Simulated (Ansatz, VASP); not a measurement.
**Two plane-wave programs on ScF3**

File INCAR:

```
SYSTEM = ScF3
PREC = Accurate ; ENCUT = 520
EDIFF = 1E-6 ; ISMEAR = 0
SIGMA = 0.05 ; LREAL = .FALSE.
LASPH = .TRUE. ; NELM = 100
ALGO = Normal ; ISIF = 2
LWAVE = .FALSE. ; LCHARG = .FALSE.
GGA = CA ; NBANDS = 24
```

The input KPOINTS:

```
regular mesh
0
G
  6 6 6
  0 0 0
```

POSCAR

```
ScF3
1.0
    4.0124500000      0.0000000000      0.0000000000
    0.0000000000      4.0124500000      0.0000000000
    0.0000000000      0.0000000000      4.0124500000
Sc F
1 3
Direct
    0.0000000000      0.0000000000      0.0000000000
    0.5000000000      0.0000000000      0.0000000000
    0.0000000000      0.5000000000      0.0000000000
    0.0000000000      0.0000000000      0.5000000000
```

Input for Ansatz:

```yaml
crystal:
  lattice:
    - [4.01245, 0.0, 0.0]
    - [0.0, 4.01245, 0.0]
    - [0.0, 0.0, 4.01245]
  atoms:
    - { symbol: Sc, position: [0.0, 0.0, 0.0] }
    - { symbol: F, position: [0.5, 0.0, 0.0] }
    - { symbol: F, position: [0.0, 0.5, 0.0] }
    - { symbol: F, position: [0.0, 0.0, 0.5] }
basis:
  ecutwfc: 420
kpoints:
  mp_grid: { grid: [6, 6, 6] }
hamiltonian:
  xc: lda
scf:
  occupations: { method: gaussian, width: 0.05 }
output:
  forces: true
  stress: true
  eigenvalues: true
  write_density: true
  write_potential: true
  elf: true
  volumetric_format: npy
```

Alike in both runs: task single point; functional LDA; k mesh 6 × 6 × 6; occupations gaussian, width 0.05 eV; no spin polarisation.

|  | VASP | Ansatz |
| --- | --- | --- |
| version | VASP 6.6.1 | Ansatz 0.2.0 |
| potentials or method | VASP PAW LDA potentials, release 64 (Sc_sv, F) | scalar-relativistic, plane waves, PAW |
| plane-wave cutoff (eV) | 520 | 420 |
| valence electrons in the cell | 32 | 32 |

Ansatz gave:

| Quantity | Value |
| --- | --- |
| gap on the k mesh at the Fermi level (eV) | 6.21 |
| least direct gap on the mesh (eV) | 6.75 |
| pressure (GPa) | -3.0 |

Problem. Which values does VASP return?

Solution. gap on the k mesh at the Fermi level (eV): 6.18; least direct gap on the mesh (eV): 6.72; pressure (GPa): -2.3.

A k mesh can miss the band edges. A hybrid or GW would open this gap; LDA tends to underestimate it.
